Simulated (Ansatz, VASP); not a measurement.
# Cross-check of Zr2TaCS3O (1T-TaS2 under Zr2COS MXene, AA) between VASP and Ansatz

Wanted: the spread between two codes on one cell, functional and k mesh. The structure shown is the start of the Ansatz relaxation below; VASP solves that cell, so the two are compared at the walk's first step.

Method: plane waves, with VASP 6.6.1 beside it; single point at PBE with D3(BJ), in Ansatz 0.2.0.

## 1. The structure

The cell holds 8 atoms: 3 S, 1 Ta, 2 Zr, 1 C and 1 O. Its edges and angles: a = 3.314 Å, b = 3.314 Å, c = 55.175 Å, α = 90.0°, β = 90.0°, γ = 120.0°. Vacuum lies along c.

## 2. Ansatz: relaxation, PBE with D3(BJ)

Ansatz runs on its default PAW (the set named soft_2) files.

The two programs are compared at the cell with which this relaxation starts, whose forces are those of its first step.

File input.yaml:

```yaml
crystal:
  lattice:
    - [3.3145, 0.0, 0.0]
    - [-1.65725, 2.8704412008, 0.0]
    - [0.0, 0.0, 55.1745829093]
  atoms:
    - { symbol: S, position: [0.6666666667, 0.3333333333, 0.3905783943] }
    - { symbol: Ta, position: [0.0, 0.0, 0.4221867913], spin: 1.0 }
    - { symbol: S, position: [0.3333333333, 0.6666666667, 0.4537951884] }
    - { symbol: S, position: [0.3333333333, 0.6666666667, 0.5081680507] }
    - { symbol: Zr, position: [0.6666666667, 0.3333333333, 0.5410164638] }
    - { symbol: C, position: [0.0, 0.0, 0.56453729] }
    - { symbol: Zr, position: [0.3333333333, 0.6666666667, 0.5880581162] }
    - { symbol: O, position: [0.6666666667, 0.3333333333, 0.6094216057] }
  periodic: [true, true, false]
magnetization:
  spin_polarized: true
kpoints:
  mp_grid: { grid: [12, 12, 1] }
hamiltonian:
  xc: pbe
  dispersion: d3bj
scf:
  occupations: { method: fermi_dirac, width: 0.05 }
  convergence: { dr2_threshold: 1.0e-09 }
relax:
  f_tol: 0.004
  max_steps: 90
  cell: {}
output:
  write_potential: true
  write_density: true
  volumetric_format: npy
```

Started as:

```
$ ansatz run input.yaml --threads 4 --pin off --max-ram 6144MiB --backend cpu --events-out ev --progress --plain --runs-dir out
```

Numbers of over 12 decimals in the logs are rounded to 6 here.

Log:

```text
Warning: relax.cell: scf.convergence.dr2_threshold = 1e-9 eV is looser than the 1.64174224647e-10 eV advised for a relaxation that steers and ends on the stress (1e-10 eV for each atom of the cell: 8, times the square of relax.cell.stress_2d_tol = 0.05 N/m over 22.1 Å (the atoms' height at the walk's start and 5 Å past either face), 2.265e-2 GPa, over a crystal's default 0.05). What an SCF threshold leaves in a stress goes as its square root, and in the free energy as the threshold itself, and one threshold admits the most on a small cell: [figures from the program's tests cut] Set scf.convergence.dr2_threshold to 1.64174224647e-10 eV or tighter. [rest of the remark cut]
Engine: ansatz 0.2.0, x86_64-unknown-linux-gnu
Pseudopotentials: kind: paw
Pseudopotential: S, paw, valence charge 6, recommended cutoff 420 eV (normal), S.paw.azcp
Pseudopotential: Ta, paw, valence charge 13, recommended cutoff 420 eV (normal), Ta.paw.azcp
Pseudopotential: Zr, paw, valence charge 12, recommended cutoff 420 eV (normal), Zr.paw.azcp
Pseudopotential: C, paw, valence charge 4, recommended cutoff 420 eV (normal), C.paw.azcp
Pseudopotential: O, paw, valence charge 6, recommended cutoff 420 eV (normal), O.paw.azcp
Functional definition: PBE
  parameter kappa = 0.804
  parameter beta = 0.066725
  exchange = pbe_x(kappa = kappa, mu = beta*pi^2/3)
  correlation = pbe_c(beta = beta)
Crystal: 8 atoms, lattice volume = 524.935 Å³
Basis set: ecut = 420 eV, 10397 PW (Γ), exchange–correlation on 48×48×750 points (8 copies of the dense FFT grid, shifted against one another)
Bands: 41, of which v1, the nominal top of the filled ones, is band 33 counted from 1 (32 counted from 0)
Symmetry: 6 space group operations
Space group: P3m1 (ITA 156), of the structure as read, at distance tolerance 8.1e-5 Å
Magnetic group: BNS 156.49 (UNI 1279), of the structure as read, at distance tolerance 8.1e-5 Å
k-points: 19 of 144 (time reversal used)
Non-local potential: S, projectors of the file, l = 0: 2, l = 1: 2, l = 2: 2
Non-local potential: Ta, projectors of the file, l = 0: 3, l = 1: 2, l = 2: 2, l = 3: 1
Non-local potential: Zr, projectors of the file, l = 0: 3, l = 1: 2, l = 2: 2, l = 3: 2
Non-local potential: C, projectors of the file, l = 0: 2, l = 1: 2, l = 2: 1
Non-local potential: O, projectors of the file, l = 0: 2, l = 1: 2, l = 2: 1
PAW form: soft (Blöchl's): semilocal exchange-correlation on the pseudo side does not see the compensation charge
PAW one-centre angular grid: S, 110 points (default); XC on 64 Gauss nodes
PAW one-centre angular grid: Ta, 590 points (default); XC on 64 Gauss nodes
PAW one-centre angular grid: Zr, 590 points (default); XC on 64 Gauss nodes
PAW one-centre angular grid: C, 110 points (default); XC on 64 Gauss nodes
PAW one-centre angular grid: O, 110 points (default); XC on 64 Gauss nodes
Initial density: superposition of atomic densities (neutral atoms: chi_scale 0, normalization atom)
Starting moments: Σ|m| = 1 μB on 1 of 8 sites
Initial wavefunctions: pseudopotential atomic-orbital guess
Functional: x = pbe(κ = 0.804, μ = 0.219515), c = pbe(β = 0.066725)
SCF iter   1: F=—  HF=-21840.871898 eV  |F-HF|=—  |Δ(HF+E_count)|=         —  Δρ=2.81e-2 (↑2.81e-2 ↓2.59e-2)  dr2=1.26e2  dr2_m=8.13e-2  M=0.199 μB ∫|m|=0.444 μB  β_m=0.30  ethr=3.10e-3  ⟨swp⟩=12.4  Hψ=10857  notcnv=0  defer=5
Mixer restart at iter 1: flushing history
preconditioner: auto → LDOS  [metal: Δε(μ)=0.021 eV  Ē_g=8.011 eV  σ=0.050 eV  W_gap=0.10  n_scr=32 (ndim 8)  ℏωp=10.1 eV  f_vac=0.716  D(μ)=3.41/eV (n_scr^D=18)]
spin=Collinear: LDOS preconditioning applied to the charge; magnetization (m = ρ↑ − ρ↓) channel mixes plain (no charge-response kernel on spin).
SCF iter   2: F=—  HF=-21836.424925 eV  |F-HF|=—  |Δ(HF+E_count)|=    4.45e0  Δρ=1.44e-2 (↑1.44e-2 ↓1.26e-2)  dr2=5.92e1  dr2_m=4.17e-2  M=0.152 μB ∫|m|=0.439 μB  β_m=0.45  ethr=3.10e-3  ⟨swp⟩=4.3  Hψ=3552  notcnv=0  defer=85
SCF iter   3: F=—  HF=-21834.738611 eV  |F-HF|=—  |Δ(HF+E_count)|=    1.69e0  Δρ=4.36e-3 (↑4.30e-3 ↓4.36e-3)  dr2=2.54e0  dr2_m=4.84e-3  M=0.122 μB ∫|m|=0.300 μB  β_m=0.54  ethr=3.10e-3  ⟨swp⟩=4.5  Hψ=4035  notcnv=0  defer=75
SCF iter   4: F=—  HF=-21834.703514 eV  |F-HF|=—  |Δ(HF+E_count)|=   3.51e-2  Δρ=1.01e-3 (↑1.01e-3 ↓9.11e-4)  dr2=2.23e-1  dr2_m=1.69e-3  M=0.090 μB ∫|m|=0.209 μB  β_m=0.58  ethr=3.10e-3  ⟨swp⟩=2.9  Hψ=2177  notcnv=0  defer=61
[...]
SCF iter   4: F=-21835.929762 eV  HF=-21835.929761 eV  |F-HF|=1.03e-6  |Δ(HF+E_count)|=   1.62e-5  Δρ=1.13e-7 (↑1.13e-7 ↓1.13e-7)  dr2=1.57e-10  dr2_m=1.05e-12  M=-0.000 μB ∫|m|=0.000 μB  ethr=1.54e-12  ⟨swp⟩=16.0  Hψ=14875  notcnv=0
the starting moments were not kept: the SCF closed with an absolute magnetisation of 3.3e-6 μB, where they sum to 1 μB in size (1 site). That is at most 0.1 of that sum. Measured as dr2_m measures the in/out step, that magnetisation stands 1.2e-12 eV from none, at or under the dr2_threshold of 1.0e-9 eV: it is no larger than a step whose dr2_m would equal this threshold.
SCF 12 converged in 4 iterations: F = -21835.929762 eV  dr2 = 1.57e-10
relax step  12: F+E_penalty+E_count = -21835.92976188 eV  Δ(F+E_penalty+E_count) = -3.281e-5 eV  max|allowed force component| = 7.425e-4 eV/Å  Δτ_max = 0.0000 Å  P = +0.006 N/m  Ω = 537.028 Å³  fix = [c, alpha, beta]  reactions: c +0.000 N/m  stress off target by 5.54e-3 N/m on what of the cell is left free  SCF on the basis re-selected at this cell (its energy is not comparable with the rows above)  (4 SCF iters)
basis re-selected at this cell: Δ(F+E_penalty+E_count) = -3.281e-5 eV, ΔP = +0.000 N/m vs the last step (what re-selecting the basis moved, of the pressure what is left beyond the Pulay correction that the steps carried, after the strain that the cell walked since its last selection, with what the two solves' SCF thresholds leave and, on support functions, any second-order correction that the steps lacked; it is no m [...]
WARN: The input density's exchange-correlation potential varies sharply where the density is thin. Do not read a vacuum level from v_tot or v_xc, or from such a field of the output density. On a cell that repeats whose density bears no net charge and no dipole along the vacuum's axis use v_es (v_loc + v_h of the components); under efield.dipole_correction with no amplitude use v_es + v_field, which holds any external [...]
SCF converged after 4 iterations
Magnetization: -0.0000 μB (32.5000 up, 32.5000 down)
Absolute magnetization: 0.0000 μB (∫|ρ↑−ρ↓|, with the PAW one-centre terms)
Spin contamination: 0.0000 ħ² per cell (⟨S²⟩ above its minimum at these occupations)
Per-site moments (μB) at R_I (Å): [(2.7515190822593043e-7, 1.021145), (-1.407060890553078e-6, 1.016752), (2.1114440334704264e-7, 1.016752), (3.415580379009649e-9, 1.038759), (-7.334998301611056e-9, 0.967319), (9.142204777819044e-9, 0.967319), (-4.489240318492757e-9, 0.880110), (-7.610974572020055e-9, 0.880110)]
Free energy (F): -21835.929762 eV
Harris-Foulkes:  -21835.929761 eV  (|F-HF|=1.03e-6)
Internal energy: -21835.912126 eV  (E = F + TS)
E sigma→0 (E₀):  -21835.920944 eV
Entropy (-TS):   -0.017635 eV (-2.204 meV/atom)
Fermi energy:    -4.903509 eV
--- Per-component energies (eV) ---
  E_band       = -1428.660838
  E_kinetic    = 1620.077290
  E_local      = -363534.912155  (includes V_loc(G=0)·N_el)
  E_nonlocal   = 328.805155
  E_hartree    = 180746.166372
  E_xc         = -959.012320
  E_vxc        = -1007.144633  (∫ρ·V_xc dr)
  E_paw        = -16360.434368  (= ΣΔE_a)
  E_vpaw       = -327.823691  (= ΣTr[D̂ρ^β])
  E_aug_tail   = 0.002624  (compensation charges beyond the density's cutoff)
  E_ewald      = 176325.843221
  E_disp       = -2.447946  (pairwise vdW)
  E_smearing   = -0.017635  (= −TS)
  E_closure    = -0.000000  (closes the sum)
  Σ components = -21835.929762   (vs F -21835.929762, Δ=0.00e0)
--- Forces (eV/Å), atoms counted from 1 ---
  atom   1  S     -0.00000000     0.00000000    -0.00013510
  atom   2  Ta     0.00000000     0.00000000    -0.00017294
  atom   3  S      0.00000000    -0.00000000     0.00037666
  atom   4  S     -0.00000000    -0.00000000    -0.00000305
  atom   5  Zr     0.00000000     0.00000000    -0.00012311
  atom   6  C     -0.00000000     0.00000000    -0.00028050
  atom   7  Zr     0.00000000     0.00000000    -0.00040411
  atom   8  O      0.00000000     0.00000000     0.00074254
  max |Σ_I F_I| component: 4.02e-7 eV/Å
--- 2D stress c σ (N/m, compression-positive) ---
        0.005540       0.000000      -0.000000
        0.000000       0.005540       0.000000
       -0.000000       0.000000       0.000000
  P = ½ c Tr σ = 0.0055 N/m
--- Band table (eV; the first three rows and the last of 38) ---
  k-point 0 ↑: bands = [... 29 lower, -5.6584, -4.8058, -4.8058, -4.7774, -4.7774, -4.4274, -3.6308, -3.6308, ... 4 higher]
  k-point 1 ↑: bands = [... 29 lower, -5.8986, -5.4016, -5.1072, -4.7309, -4.3631, -4.1578, -3.6989, -3.2901, ... 4 higher]
  k-point 2 ↑: bands = [... 29 lower, -6.5981, -5.7273, -5.5533, -4.9881, -4.1448, -3.7571, -3.6244, -2.8383, ... 4 higher]
  k-point 18 ↓: bands = [... 29 lower, -7.4757, -7.1223, -7.1094, -3.5015, -3.2871, -3.2739, -3.0272, -2.5045, ... 4 higher]
  the weakly bound empty levels are not read free of the cell's end (no_gap_told)
--- Relaxed structure (10 steps of the walk, 9 accepted, 2 SCFs on fresh bases) ---
  F+E_penalty+E_count = -21835.92976188 eV   max|allowed force component| = 7.425e-4 eV/Å   (the final SCF, on the basis selected at the relaxed cell)
  cell:  # Å, volume = 537.0276 Å³
    - [3.352459, 0, 0]
    - [-1.676229, 2.903315, 0]
    - [0, 0, 55.1745829093]
  atoms:
    - { symbol: S, position: [0.666667, 0.333333, 0.396185] }
    - { symbol: Ta, position: [1.2132846720929695e-18, 0, 0.424156] }
    - { symbol: S, position: [0.333333, 0.666667, 0.451817] }
    - { symbol: S, position: [0.333333, 0.666667, 0.509961] }
    - { symbol: Zr, position: [0.666667, 0.333333, 0.539158] }
    - { symbol: C, position: [-8.529791838195158e-19, 0, 0.563153] }
    - { symbol: Zr, position: [0.333333, 0.666667, 0.588531] }
    - { symbol: O, position: [0.666667, 0.333333, 0.604802] }
```

[end of part 1 of 2]

[Lines on the potential files, build, host, timing and source positions are cut from VASP's logs without a mark.]

[Logs are printed without paths, hosts, clocks, repeated set-up lines and the standing remarks that a program may print on its own settings, such as how far it seeks lower states.]

[Hosts, paths, dates, database ids (printed as entryN), source tags and the programs' standing remarks are cut or masked in the printed files.]
